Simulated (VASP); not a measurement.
VASP runs on Tl$_{2}$Te$_{3}$ (space group P-3m1) share one base input (PBE GGA, plane waves, VASP's PBE PAW potentials (set 64)) and change the settings named in each case.

**KPOINTS**
```
K-points
0
gamma
  3 3 2
0 0 0
```

INCAR:
```
SYSTEM = Tl2Te3
PREC = Accurate; ENCUT = 300; LREAL = .FALSE.
LASPH = .TRUE.
EDIFF = 1E-6; NELM = 100; ALGO = Normal
LMAXMIX = 4
ISMEAR = -1; SIGMA = 0.1
GGA = PE
ISIF = 2
LWAVE = .FALSE.; LCHARG = .FALSE.
```

### POSCAR
```
Tl2Te3
1
    5.1447730000     0.0000000000     0.0000000000
   -2.5723860000     4.4555040000     0.0000000000
    0.0000000000     0.0000000000     8.0163340000
Tl Te
2 3
Direct
  0.3333330000   0.6666670000   0.2467000000
  0.6666670000   0.3333330000   0.7533000000
  0.0000000000   0.0000000000   0.0000000000
  0.3333330000   0.6666670000   0.6470000000
  0.6666670000   0.3333330000   0.3530000000
```

POTCAR, in this order: Tl_d Te (PBE.64 set). Program: vasp_std.

```
change                                                                                                                                                  E(σ→0) (eV/atom)  pressure (GPa)  −TS (eV)
------------------------------------------------------------------------------------------------------------------------------------------------------  ----------------  --------------  --------
base run                                                                                                                                                         -2.5966           -0.46   -0.2154
GGA removed, POTCAR Tl_d Te (LDA.64 set)                                                                                                                         -3.1988             [?]       [?]
GGA_COMPAT = .FALSE., LNONCOLLINEAR = .TRUE., LSORBIT = .TRUE., MAGMOM = 0.0 0.0 0.0 0.0 0.0 0.0 0.0 0.0 0.0 0.0 0.0 0.0 0.0 0.0 0.0, program vasp_ncl           -2.8135           -0.30   -0.1730
KPOINTS 4×4×2 Γ-centred mesh                                                                                                                                     -2.5752             [?]       [?]
```

**Question.** Complete the blanks.

**Answer.** 
- GGA removed, POTCAR Tl_d Te (LDA.64 set), pressure (GPa): -3.66
- GGA removed, POTCAR Tl_d Te (LDA.64 set), −TS (eV): -0.2170
- KPOINTS 4×4×2 Γ-centred mesh, pressure (GPa): -0.22
- KPOINTS 4×4×2 Γ-centred mesh, −TS (eV): -0.2051

Energies of different potentials or functionals have different zeros.  Unless said otherwise, spin-orbit coupling is left out, though it shifts the bands of the heavy elements here. At 300 eV the pressure can carry a Pulay error.

Left out are runs that ran out of time, are held back, or changed the cell or the kind of run, fixed moments of cells without a moment, rows past the twelfth, gaps on odd meshes, pressures of charged cells and columns that move by less than the noise.

The structure was generated: Tl2Te3 was put into an ordered model structure, which need not be its known phase. The cell was not relaxed at this level.
